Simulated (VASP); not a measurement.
Level of theory: PBE GGA, VASP's PBE PAW potentials (set 64) (plane waves; VASP). Each cell was relaxed at this level, without spin-orbit coupling.

**Question.** Which of these comes out without a gap?
(A) CaS, Fm-3m (225)
(B) BN, P6_3/mmc (194)
(C) LiBr, Fm-3m (225)
(D) CdO, Fm-3m (225)

**Answer.** D, CdO, Fm-3m (225). The others have gaps of 2.38 eV (CaS, Fm-3m (225)), 4.47 eV (BN, P6_3/mmc (194)), 4.94 eV (LiBr, Fm-3m (225)).
